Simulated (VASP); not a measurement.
A convergence study with VASP on Co (hcp): one setting is varied, all else stays as given below, so the limit is that of these other settings.

```xyz
2
Lattice="1.2550 -2.1737 0.0000 1.2550 2.1737 0.0000 0.0000 0.0000 4.0700" Properties=species:S:1:pos:R:3 pbc="T T T"
Co     1.2550     0.7246     1.0175
Co     1.2550    -0.7246     3.0525
```
Starting moments (μB, in the order of the record's atoms Co Co): 1.8 1.8.

Method: LDA (Ceperley-Alder, Perdew-Zunger), VASP's LDA PAW potentials (set 64) (plane waves; VASP). The tightest run used: 550 eV cut-off, 27×27×14 Γ-centred mesh, tetrahedra with Blöchl corrections, potentials Co.

### Question
The settings run are 3×3×2 mesh; 4×4×2 mesh; 5×5×3 mesh; 6×6×3 mesh; 7×7×4 mesh; 8×8×4 mesh; 9×9×5 mesh; 10×10×5 mesh; 11×11×6 mesh; 12×12×6 mesh; 13×13×7 mesh; 14×14×7 mesh; 16×16×8 mesh; 17×17×9 mesh; 18×18×9 mesh; 19×19×10 mesh; 20×20×11 mesh; 21×21×11 mesh; 22×22×12 mesh; 23×23×12 mesh; 24×24×13 mesh; 25×25×13 mesh; 26×26×14 mesh; 27×27×14 mesh. From which on does the energy per atom stay within 0.01 eV/atom of the tightest run?

### Answer
From 8×8×4 mesh on: it is off by 0.0016 there and by no more than 0.01 in any finer run, while 7×7×4 mesh is off by 0.0130.
```tsv
setting	E (eV/atom)	pressure (GPa)	moment (μB)	irreducible k-points	difference judged (eV/atom)
3×3×2 mesh	-8.1460	-23.83	2.869	6	0.1096
4×4×2 mesh	-8.0496	-26.07	2.573	8	0.0131
5×5×3 mesh	-8.0582	-22.44	3.156	10	0.0218
6×6×3 mesh	-8.0560	-23.79	3.000	14	0.0196
7×7×4 mesh	-8.0234	-23.86	2.944	24	0.0130
8×8×4 mesh	-8.0380	-23.60	3.010	30	0.0016
9×9×5 mesh	-8.0360	-23.51	3.023	36	0.0004
10×10×5 mesh	-8.0366	-23.03	3.093	42	0.0002
11×11×6 mesh	-8.0374	-23.27	3.060	64	0.0010
12×12×6 mesh	-8.0353	-23.07	3.084	76	0.0011
13×13×7 mesh	-8.0369	-23.04	3.095	84	0.0005
14×14×7 mesh	-8.0359	-23.07	3.091	96	0.0005
16×16×8 mesh	-8.0363	-22.99	3.100	150	0.0001
17×17×9 mesh	-8.0363	-22.90	3.115	165	0.0001
18×18×9 mesh	-8.0363	-22.92	3.111	185	0.0001
19×19×10 mesh	-8.0361	-22.89	3.115	240	0.0004
20×20×11 mesh	-8.0365	-22.87	3.118	264	0.0001
21×21×11 mesh	-8.0362	-22.87	3.118	288	0.0003
22×22×12 mesh	-8.0365	-22.85	3.121	364	0.0001
23×23×12 mesh	-8.0364	-22.86	3.120	392	0.0000
24×24×13 mesh	-8.0363	-22.83	3.125	427	0.0001
25×25×13 mesh	-8.0364	-22.83	3.125	455	0.0000
26×26×14 mesh	-8.0363	-22.82	3.125	560	0.0002
27×27×14 mesh	-8.0364	-22.82	3.126	600	0.0000
```

Left out are rungs that failed or repeat a setting and relaxations that didn't move; long series are thinned to 24 rows.

The compound is Co in the hcp structure. The cell was not relaxed at this level. The spin order is the one that the start imposed; others were not tried in this run.
